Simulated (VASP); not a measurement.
# RbMg3 (Pm-3m) in VASP: further runs, part 2 of 3

VASP 6.6.1. The steps go on from the part before.

## 3. Relaxation of cell and atoms, PBE (species swapped into the GaNi3 type (Pm-3m, No. 221))

Input file INCAR:

```
SYSTEM = RbMg3
ALGO     = Fast           ! electronic algorithm
EDIFF    = 1E-6           ! SCF threshold, eV
EDIFFG   = -0.01          ! ionic threshold
ENCUT    = 600            ! plane-wave cutoff, eV
GGA      = PE             ! functional
IBRION   = 2              ! ionic algorithm
ISIF     = 3              ! what is computed and relaxed
ISMEAR   = 0              ! smearing method
LASPH    = .True.         ! aspherical terms in the spheres
LCHARG   = .False.        ! write CHGCAR
LREAL    = .False.        ! projectors in reciprocal space
LWAVE    = .False.        ! write WAVECAR
NELM     = 100            ! most SCF steps
NSW      = 100            ! ionic steps
PREC     = Accurate       ! precision mode
SIGMA    = 0.1            ! smearing width, eV
```

Input file KPOINTS:

```
k-points
0
Gamma
  10 10 10
  0 0 0
```

Input file POSCAR:

```
RbMg3
1.0
    5.1475832625      0.0000000000      0.0000000000
    0.0000000000      5.1475832625      0.0000000000
    0.0000000000      0.0000000000      5.1475832625
Rb Mg
1 3
Direct
    0.0000000000      0.0000000000      0.0000000000
    0.5000000000      0.0000000000      0.5000000000
    0.0000000000      0.5000000000      0.5000000000
    0.5000000000      0.5000000000      0.0000000000
```

Potentials or basis: VASP PAW PBE potentials, release 64 (Rb_sv, Mg).

Run with:

```bash
cat potpaw_PBE.64/Rb_sv/POTCAR potpaw_PBE.64/Mg/POTCAR > POTCAR
mpirun -np 1 vasp_std > vasp.out
```

OUTCAR:

```text
SYSTEM = RbMg3
   EDIFF = 1E-6
   EDIFFG = -0.01
   ENCUT = 600
   GGA = PE
   IBRION = 2
   ISIF = 3
   ISMEAR = 0
   LASPH = .True.
   LREAL = .False.
   NELM = 100
   NSW = 100
   PREC = Accurate

 ion  position               nearest neighbor table
   1  0.000  0.000  0.000-   2 3.64   3 3.64   4 3.64   2 3.64   3 3.64   3 3.64   4 3.64   3 3.64
                             2 3.64   4 3.64   2 3.64   4 3.64
   2  0.500  0.000  0.500-   1 3.64   3 3.64   4 3.64   1 3.64   4 3.64   3 3.64   4 3.64   4 3.64
                             1 3.64   3 3.64   1 3.64   3 3.64
   3  0.000  0.500  0.500-   1 3.64   2 3.64   4 3.64   1 3.64   4 3.64   1 3.64   2 3.64   1 3.64
                             2 3.64   4 3.64   4 3.64   2 3.64
   4  0.500  0.500  0.000-   1 3.64   2 3.64   3 3.64   2 3.64   3 3.64   1 3.64   2 3.64   2 3.64
                             1 3.64   3 3.64   3 3.64   1 3.64

  LATTYP: Found a simple cubic cell.
 ALAT       =     5.1475832625

  Lattice vectors:

 A1 = (   5.1475832625,   0.0000000000,   0.0000000000)
 A2 = (   0.0000000000,   5.1475832625,   0.0000000000)
 A3 = (   0.0000000000,   0.0000000000,   5.1475832625)

Analysis of symmetry for initial positions (statically):
=====================================================================
 Subroutine PRICEL returns:
 Original cell was already a primitive cell.

 Routine SETGRP: Setting up the symmetry group for a
 simple cubic supercell.

 Subroutine GETGRP returns: Found 48 space group operations
[... 251 lines left out ...]
 Free energy of the ion-electron system (eV)
  ---------------------------------------------------
  ext. energy  EPLUGINS =         0.00000000
  ---------------------------------------------------
  free energy    TOTEN  =        -4.02382833 eV

  energy without entropy =       -4.00975249  energy(sigma->0) =       -4.01679041

 E-fermi :   1.3332     XC(G=0):  -7.5695

 val. band max:        1.3278676136   @ k =   0.4000   0.1000   0.0000
 cond. band min:       1.3425918255   @ k =   0.4000   0.3000   0.0000
 fundamental gap:      0.0147242120
 Fermi energy:         1.3332373670

 k-point     1 :       0.0000    0.0000    0.0000
  band No.  band energies     occupation
      1     -26.2365      2.00000
      2     -10.4233      2.00000
      3     -10.4233      2.00000
      4     -10.4233      2.00000
      5      -3.6604      2.00000
      6       1.0785      1.99969
      7       1.0785      1.99969
      8       1.9133      0.00000
      9       1.9133      0.00000
     10       1.9133      0.00000
     11       4.0092      0.00000
[... 309 lines left out ...]
 k-point    24 :       0.3000    0.1000    0.1000
  band No.  band energies     occupation
      1     -26.2354      2.00000
      2     -10.4734      2.00000
      3     -10.4258      2.00000
      4     -10.4245      2.00000
      5      -2.9743      2.00000
      6      -0.7009      2.00000
      7       0.9555      2.00000
      8       1.5585      0.00144
      9       2.5068      0.00000
     10       3.5112      0.00000
     11       3.5566      0.00000

 [... further k-points ...]

------------------------ aborting loop because EDIFF is reached ----------------------------------------

  FORCE on cell =-STRESS in cart. coord.  units (eV):
  Direction    XX          YY          ZZ          XY          YZ          ZX
  --------------------------------------------------------------------------------------
  -------------------------------------------------------------------------------------
  Total       -0.0117640     -0.0117640     -0.0117640      0.0000000      0.0000000      0.0000000
  in kB       -0.1361022     -0.1361022     -0.1361022      0.0000000      0.0000000      0.0000000
  external PRESSURE =      -0.1361022 kB  Pullay stress =       0.0000000 kB
[... 19 lines left out ...]
  FREE ENERGIE OF THE ION-ELECTRON SYSTEM (eV)
  ---------------------------------------------------
  free  energy   TOTEN  =        -4.0238283348 eV

  energy  without entropy=       -4.0097524878  energy(sigma->0) =       -4.01679041

 reached required accuracy - stopping structural energy minimisation
```

OSZICAR:

```text
N       E                     dE             d eps       ncg     rms          rms(c)
DAV:   1     0.629484145467E+02    0.62948E+02   -0.53520E+03  1232   0.113E+03
DAV:   2     0.166633543011E+01   -0.61282E+02   -0.58380E+02  1601   0.157E+02
DAV:   3    -0.380541095992E+01   -0.54717E+01   -0.54097E+01  1463   0.499E+01
[... 23 lines left out ...]
RMM:   4    -0.402381141341E+01   -0.38876E-04   -0.44139E-04  1513   0.132E-01    0.694E-03
RMM:   5    -0.402382451670E+01   -0.13103E-04   -0.11927E-04  1582   0.575E-02    0.970E-03
RMM:   6    -0.402382727344E+01   -0.27567E-05   -0.22319E-05  1382   0.268E-02    0.834E-03
RMM:   7    -0.402382763005E+01   -0.35661E-06   -0.16529E-05  1433   0.301E-02    0.791E-03
RMM:   8    -0.402382833480E+01   -0.70475E-06   -0.70969E-06  1111   0.129E-02
   3 F= -.40238283E+01 E0= -.40167904E+01  d E =-.128393E-02
```

Wall time 2 min (1 thread of Intel Xeon Platinum 8488C (Sapphire Rapids), shared host); peak memory 0.34 GiB.

Results:

```
Free energy                            : -4.0238 eV
Relaxed volume                         : 34.62 Å³/atom
Relaxed cell                           : a = 5.174 Å, b = 5.174 Å, c = 5.174 Å, α = 90.00°, β = 90.00°, γ = 90.00°
Space group after relaxing (to 0.05 Å) : Pm-3m (No. 221)
Energy gained by relaxing              : 0.3 meV/atom
Ionic steps                            : 3
Pressure after relaxing                : 0.0 GPa
Band gap on the k mesh                 : none (metal or under the smearing width)
```

The path:
```
step  energy change (eV)  largest force (eV/Å)  pressure (GPa)  volume (Å³)
   1              0.0000                0.0000            0.21       136.40
   2             -0.0009                0.0000            0.12       137.29
   3             -0.0013                0.0000           -0.01       138.48
```

Final structure:
```yaml
crystal:
  lattice:
    - [5.17369, 0.00000, 0.00000]
    - [0.00000, 5.17369, 0.00000]
    - [0.00000, 0.00000, 5.17369]
  atoms:
    - { symbol: Rb, position: [0.00000, 0.00000, 0.00000] }
    - { symbol: Mg, position: [0.50000, 0.00000, 0.50000] }
    - { symbol: Mg, position: [0.00000, 0.50000, 0.50000] }
    - { symbol: Mg, position: [0.50000, 0.50000, 0.00000] }
```

## 4. Single point, PBE (species swapped into the GaNi3 type (Pm-3m, No. 221))

Input file INCAR:

```
PREC     = Accurate       # precision mode
ENCUT    = 520            # plane-wave cutoff, eV
EDIFF    = 1E-7           # SCF threshold, eV
ISMEAR   = 0              # smearing method
SIGMA    = 0.1            # smearing width, eV
LREAL    = F              # projectors in reciprocal space
LASPH    = T              # aspherical terms in the spheres
NELM     = 60             # most SCF steps
ALGO     = Fast           # electronic algorithm
ISIF     = 2              # what is computed and relaxed
LWAVE    = F              # write WAVECAR
LCHARG   = F              # write CHGCAR
GGA      = PE             # functional
NBANDS   = 16             # bands
```

Input file KPOINTS:

```
regular mesh
0
Gamma
  4 4 4
```

Input file POSCAR:

```
RbMg3
1.0
    4.3997470400      0.0000000000      0.0000000000
    0.0000000000      4.3997470400      0.0000000000
    0.0000000000      0.0000000000      4.3997470400
Rb Mg
1 3
Direct
    0.0000000000      0.0000000000      0.0000000000
    0.5000000000      0.0000000000      0.5000000000
    0.0000000000      0.5000000000      0.5000000000
    0.5000000000      0.5000000000      0.0000000000
```

Run with:

```bash
cat potpaw_PBE.64/Rb_sv/POTCAR potpaw_PBE.64/Mg/POTCAR > POTCAR
mpirun -np 1 vasp_std > vasp.out
```

It took 13 s on 1 thread of Intel Xeon Platinum 8488C (Sapphire Rapids), shared host; peak memory 0.19 GiB.

It converged, with:

```
Free energy            : -1.9860 eV
Pressure               : 18.7 GPa
Band gap on the k mesh : none (metal or under the smearing width)
```

Levels at points of the mesh, in eV from the Fermi level:
| k point | band 4 | band 5 | band 6 | band 7 | band 8 | band 9 | band 10 | band 11 |
| --- | --- | --- | --- | --- | --- | --- | --- | --- |
| (0.00, 0.00, 0.00) | -12.08 | -6.53 | -0.62 | -0.62 | 0.99 | 0.99 | 0.99 | 2.99 |
| (0.50, 0.00, 0.00) | -12.04 | -4.29 | -4.13 | 0.25 | 0.38 | 0.38 | 3.25 | 3.28 |
| (0.50, 0.50, 0.00) | -12.01 | -4.06 | -1.79 | -1.79 | -1.68 | 1.65 | 1.65 | 2.73 |
| (0.50, 0.50, 0.50) | -12.33 | -2.24 | -2.24 | -2.24 | -2.19 | 0.63 | 0.63 | 0.63 |

Caveat: so large a pressure means that the cell lies far from this level's equilibrium, or that cutoff or potentials fall short.

## 5. Single point, PBE (species swapped into the GaNi3 type (Pm-3m, No. 221))

Input file INCAR:

```
PREC     = Accurate       # precision mode
ENCUT    = 520            # plane-wave cutoff, eV
EDIFF    = 1E-7           # SCF threshold, eV
ISMEAR   = 0              # smearing method
SIGMA    = 0.1            # smearing width, eV
LREAL    = False          # projectors in reciprocal space
LASPH    = True           # aspherical terms in the spheres
NELM     = 100            # most SCF steps
ALGO     = Fast           # electronic algorithm
ISIF     = 2              # what is computed and relaxed
LWAVE    = False          # write WAVECAR
LCHARG   = False          # write CHGCAR
GGA      = PE             # functional
NBANDS   = 16             # bands
```

Input file KPOINTS:

```
Automatic mesh
0
Gamma
  4 4 4
```

Input file POSCAR:

```
RbMg3
1.0
    5.1475832625      0.0000000000      0.0000000000
    0.0000000000      5.1475832625      0.0000000000
    0.0000000000      0.0000000000      5.1475832625
Rb Mg
1 3
Direct
    0.0000000000      0.0000000000      0.0000000000
    0.5000000000      0.0000000000      0.5000000000
    0.0000000000      0.5000000000      0.5000000000
    0.5000000000      0.5000000000      0.0000000000
```

Potentials or basis: VASP PAW PBE potentials, release 64 (Rb_sv, Mg).

Run with:

```bash
cat potpaw_PBE.64/Rb_sv/POTCAR potpaw_PBE.64/Mg/POTCAR > POTCAR
mpirun -np 1 vasp_std > vasp.out
```

OUTCAR:

```text
PREC = Accurate
   ENCUT = 520
   EDIFF = 1E-7
   ISMEAR = 0
   LREAL = False
   LASPH = True
   NELM = 100
   ISIF = 2
   GGA = PE

 ion  position               nearest neighbor table
   1  0.000  0.000  0.000-   2 3.64   3 3.64   4 3.64   2 3.64   3 3.64   3 3.64   4 3.64   3 3.64
                             2 3.64   4 3.64   2 3.64   4 3.64
   2  0.500  0.000  0.500-   1 3.64   3 3.64   4 3.64   1 3.64   4 3.64   3 3.64   4 3.64   4 3.64
                             1 3.64   3 3.64   1 3.64   3 3.64
   3  0.000  0.500  0.500-   1 3.64   2 3.64   4 3.64   1 3.64   4 3.64   1 3.64   2 3.64   1 3.64
                             2 3.64   4 3.64   4 3.64   2 3.64
   4  0.500  0.500  0.000-   1 3.64   2 3.64   3 3.64   2 3.64   3 3.64   1 3.64   2 3.64   2 3.64
                             1 3.64   3 3.64   3 3.64   1 3.64

  LATTYP: Found a simple cubic cell.
 ALAT       =     5.1475832625

  Lattice vectors:

 A1 = (   5.1475832625,   0.0000000000,   0.0000000000)
 A2 = (   0.0000000000,   5.1475832625,   0.0000000000)
 A3 = (   0.0000000000,   0.0000000000,   5.1475832625)

Analysis of symmetry for initial positions (statically):
=====================================================================
 Subroutine PRICEL returns:
 Original cell was already a primitive cell.

 Routine SETGRP: Setting up the symmetry group for a
 simple cubic supercell.

 Subroutine GETGRP returns: Found 48 space group operations
 (whereof 48 operations were pure point group operations)
 out of a pool of 48 trial point group operations.

The static configuration has the point symmetry O_h .

Analysis of symmetry for dynamics (positions and initial velocities):
=====================================================================
 Subroutine PRICEL returns:
 Original cell was already a primitive cell.

 Routine SETGRP: Setting up the symmetry group for a
[... 116 lines left out ...]
  volume/ion in A,a.u.               =      34.10       230.12
  Fermi-wavevector in a.u.,A,eV,Ry     =   0.784335  1.482179  8.370062  0.615182
  Thomas-Fermi vector in A             =   1.888447
   LORBIT       =      0    0 simple, 1 ext, 2 COOP (PROOUT), +10 PAW based schemes
   GGA     = PE    functional components
   LHFCALC =     F    Hartree Fock is set to
   AEXX    =    0.0000 exact exchange contribution
   IVDW    =     0    specifies the selected vdW correction
   LEPSILON=     F    determine dielectric tensor
   LRPA    =     F    only Hartree local field effects (RPA)
 non-spin polarized calculation
 RMM-DIIS sequential band-by-band and
 Gauss-broadening in eV      SIGMA  =   0.10
  energy-cutoff  :      520.00
  volume of cell :      136.40
 maximum number of plane-waves:      3743
 NGX is ok and might be reduce to    40
   NGX = 19   NGY = 19   NGZ = 19

 number of electron      15.0000000 magnetization

 Free energy of the ion-electron system (eV)
  ---------------------------------------------------
  ext. energy  EPLUGINS =         0.00000000
  ---------------------------------------------------
  free energy    TOTEN  =        -4.06615356 eV

  energy without entropy =       -4.04724449  energy(sigma->0) =       -4.05669903

 E-fermi :   1.4727     XC(G=0):  -7.6178

 val. band max:        1.4082157886   @ k =   0.5000   0.5000   0.5000
 cond. band min:       1.4735960942   @ k =   0.5000   0.2500   0.0000
 fundamental gap:      0.0653803057
 Fermi energy:         1.4727345296

 k-point     1 :       0.0000    0.0000    0.0000
  band No.  band energies     occupation
      1     -26.1626      2.00000
      2     -10.3557      2.00000
      3     -10.3557      2.00000
      4     -10.3557      2.00000
      5      -3.6438      2.00000
      6       1.1364      2.00000
[... 167 lines left out ...]
      3     -10.4105      2.00000
      4     -10.4105      2.00000
      5      -0.3913      2.00000
      6      -0.3913      2.00000
[... 8 lines left out ...]
     15       8.6888      0.00000
     16       8.6888      0.00000

------------------------ aborting loop because EDIFF is reached ----------------------------------------

  FORCE on cell =-STRESS in cart. coord.  units (eV):
  Direction    XX          YY          ZZ          XY          YZ          ZX
  --------------------------------------------------------------------------------------
  -------------------------------------------------------------------------------------
  Total        0.0876135      0.0876135      0.0876135      0.0000000     -0.0000000      0.0000000
  in kB        1.0291329      1.0291329      1.0291329      0.0000000     -0.0000000      0.0000000
  external PRESSURE =       1.0291329 kB  Pullay stress =       0.0000000 kB

 VOLUME and BASIS-vectors are now :
 -----------------------------------------------------------------------------
  energy-cutoff  :      520.00
  volume of cell :      136.40
      direct lattice vectors                 reciprocal lattice vectors
     5.147583263  0.000000000  0.000000000     0.194265920  0.000000000  0.000000000
     0.000000000  5.147583263  0.000000000     0.000000000  0.194265920  0.000000000
     0.000000000  0.000000000  5.147583263     0.000000000  0.000000000  0.194265920

 POSITION                                       TOTAL-FORCE (eV/Angst)
 -----------------------------------------------------------------------------------
      0.00000      0.00000      0.00000         0.000000      0.000000      0.000000
      2.57379      0.00000      2.57379         0.000000      0.000000      0.000000
      0.00000      2.57379      2.57379         0.000000      0.000000      0.000000
      2.57379      2.57379      0.00000         0.000000      0.000000      0.000000
 -----------------------------------------------------------------------------------
    total drift:                               -0.000000     -0.000000      0.000000

  FREE ENERGIE OF THE ION-ELECTRON SYSTEM (eV)
  ---------------------------------------------------
  free  energy   TOTEN  =        -4.0661535643 eV

  energy  without entropy=       -4.0472444948  energy(sigma->0) =       -4.05669903
```

stdout:

```text
POSCAR found type information on POSCAR RbMg
 POSCAR found :  2 types and       4 ions
 scaLAPACK will be used
 LDA part: xc-table for (Slater+PW92), standard interpolation
 POSCAR, INCAR and KPOINTS ok, starting setup
 FFT: planning ... GRIDC
 FFT: planning ... GRID_SOFT
 FFT: planning ... GRID
 WAVECAR not read
 entering main loop
WARNING in EDDRMM: call to ZHEGV failed, returncode =   6  3      7
WARNING in EDDRMM: call to ZHEGV failed, returncode =   6  3      7
```

It took 17 s on 1 thread of Intel Xeon Platinum 8488C (Sapphire Rapids), shared host; peak memory 0.23 GiB.

What came out:

```yaml
Free_energy: -4.0662 eV
Pressure: 0.1 GPa
Band_gap_on_the_k_mesh: none (metal or under the smearing width)
```

Levels at points of the mesh, in eV from the Fermi level:
| k point | band 3 | band 4 | band 5 | band 6 | band 7 | band 8 | band 9 | band 10 | band 11 | band 12 |
| --- | --- | --- | --- | --- | --- | --- | --- | --- | --- | --- |
| (0.00, 0.00, 0.00) | -11.83 | -11.83 | -5.12 | -0.34 | -0.34 | 0.51 | 0.51 | 0.51 | 2.61 | 3.97 |
| (0.50, 0.00, 0.00) | -11.82 | -11.82 | -3.76 | -3.36 | 0.64 | 0.64 | 0.90 | 1.24 | 2.41 | 2.41 |
| (0.50, 0.50, 0.00) | -11.90 | -11.81 | -2.99 | -2.15 | -2.15 | -1.22 | 1.69 | 1.69 | 2.30 | 2.71 |
| (0.50, 0.50, 0.50) | -11.88 | -11.88 | -1.86 | -1.86 | -1.86 | -1.31 | -0.06 | -0.06 | -0.06 | 2.60 |

(Continued in part 3 of 3.)
